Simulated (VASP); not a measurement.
Wanted: the native input for a VASP 6.6.1 run.

- Task: relaxation of cell and atoms
- Functional: PBE
- Potentials or basis: VASP PAW PBE potentials, release 64 (In_d, Sb, O)
- Cutoff: 520 eV
- k mesh: 4 × 4 × 2
- Occupations: gaussian, width 0.15 eV
- Spin: no spin polarisation
- Further INCAR settings: PREC = Normal; ALGO = Fast; EDIFF = 0.0001; IBRION = 2; EDIFFG = -0.08; NSW = 24; ISIF = 3

The structure of In3SbO4 lies in POSCAR:

```
In3SbO4
1.0
    3.4574264700      0.0000000000      0.0000000000
    0.0000000000      3.8888294700      0.0000000000
    0.0000000000      0.0000000000      9.7993909200
In Sb O
3 1 4
Direct
    0.0000000000      0.5000000000      0.8560288500
    0.0000000000      0.0000000000      0.1416228600
    0.5000000000      0.0000000000      0.6461967200
    0.5000000000      0.5000000000      0.3545809100
    0.5000000000      0.5000000000      0.0925287500
    0.0000000000      0.5000000000      0.5942217700
    0.0000000000      0.0000000000      0.4061632500
    0.5000000000      0.0000000000      0.9086578500
```

The cell was built by a generator and needn't be a form met in nature.

These files were run (other wordings do the same):

INCAR

```
SYSTEM = In3SbO4
PREC = Normal ; ENCUT = 520
EDIFF = 1E-4 ; ISMEAR = 0
SIGMA = 0.15 ; LREAL = .False.
LASPH = .True. ; NELM = 60
ALGO = Fast ; ISIF = 3
LWAVE = .False. ; LCHARG = .False.
GGA = PE ; IBRION = 2
NSW = 24 ; EDIFFG = -0.08
```

KPOINTS

```
regular mesh
0
Gamma
  4 4 2
  0 0 0
```

Potentials or basis: VASP PAW PBE potentials, release 64 (In_d, Sb, O).

Command:

```sh
$ cat potpaw_PBE.64/In_d/POTCAR potpaw_PBE.64/Sb/POTCAR potpaw_PBE.64/O/POTCAR > POTCAR
$ mpirun -np 1 vasp_std > vasp.out
```

Results of the run:

```json
{"Relaxed volume": "15.43 Å³/atom", "Relaxed cell": "a = 3.423 Å, b = 3.269 Å, c = 11.031 Å, α = 90.00°, β = 90.00°, γ = 90.00°", "Space group after relaxing (to 0.05 Å)": "Pmm2 (No. 25)", "Energy gained by relaxing": "629.4 meV/atom", "Ionic steps": "19", "Pressure after relaxing": "0.3 GPa", "Largest force after relaxing": "0.078 eV/Å", "Band gap on the k mesh": "none (metal or under the smearing width)"}
```

Caveat: the k mesh is coarse (spacing up to 0.45 Å⁻¹), so the values aren't converged; the relaxation stopped at a loose force limit of 0.08 eV/Å, so its end isn't a converged minimum.

Wall time 13 min on 1 thread of Intel(R) Xeon(R) Platinum 8259CL CPU @ 2.50GHz (Skylake/Cascade Lake), on a shared host, peak memory 0.23 GiB.
